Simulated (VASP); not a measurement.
Crystal: MgCd2S3.

```xyz
6
Lattice="5.9061 0.0000 0.0000 -2.9530 5.1148 0.0000 0.0000 0.0000 5.1885" Properties=species:S:1:pos:R:3 pbc="T T T"
Mg    0.0000    0.0000    2.5943
Cd    0.0000    3.4099    0.5811
Cd    2.9530    1.7049    4.6074
S     2.9530    0.0000    2.5943
S    -1.4765    2.5574    2.5943
S     1.4765    2.5574    2.5943
```

The cell was built by a generator and needn't be a form met in nature.

| Item | Value |
| --- | --- |
| Program | VASP 6.6.1 |
| Task | relaxation of cell and atoms |
| Functional | PBE |
| Potentials or basis | VASP PAW PBE potentials, release 64 (Mg, Cd, S) |
| Cutoff | 520 eV |
| k mesh | 3 × 3 × 3 |
| Occupations | gaussian, width 0.15 eV |
| Spin | no spin polarisation |

At the start: pressure -0.8 GPa; volume 26.12 Å³/atom.

**Question.** How do energy, volume and symmetry change on relaxing?

**Answer.** Over 10 steps the energy falls by 82.3 meV/atom and the volume is 23.63 Å³/atom (-9.5 %); space group P-3m1 (No. 164, to 0.05 Å).

The path:
```
step  energy change (eV)  largest force (eV/Å)  pressure (GPa)  volume (Å³)
   1              0.0000                0.8704           -0.75       156.74
   2             -0.0940                0.7427           -1.12       153.97
   3             -0.3203                0.4617           -0.14       145.80
   4             -0.3393                0.0856            4.40       129.98
   5             -0.4297                0.2779            1.37       138.71
   6             -0.4366                0.1532            1.89       135.70
   7             -0.4861                0.0648            0.19       141.23
   8             -0.4890                0.0115            0.73       140.22
   9             -0.4905                0.0323           -0.36       143.43
  10             -0.4939                0.0486            0.13       141.78
```

Final structure:
```
Mg Cd S
1.0
     5.49758    0.00000    0.00000
    -2.74879    4.76104    0.00000
     0.00000    0.00000    5.41694
Mg Cd S
1 2 3
Direct
  0.00000 0.00000 0.50000
  0.33333 0.66667 0.03819
  0.66667 0.33333 0.96181
  0.50000 0.00000 0.50000
  0.00000 0.50000 0.50000
  0.50000 0.50000 0.50000
```

Caveat: the k mesh is coarse (spacing up to 0.41 Å⁻¹), so the values aren't converged; the relaxation stopped at a loose force limit of 0.08 eV/Å, so its end isn't a converged minimum.
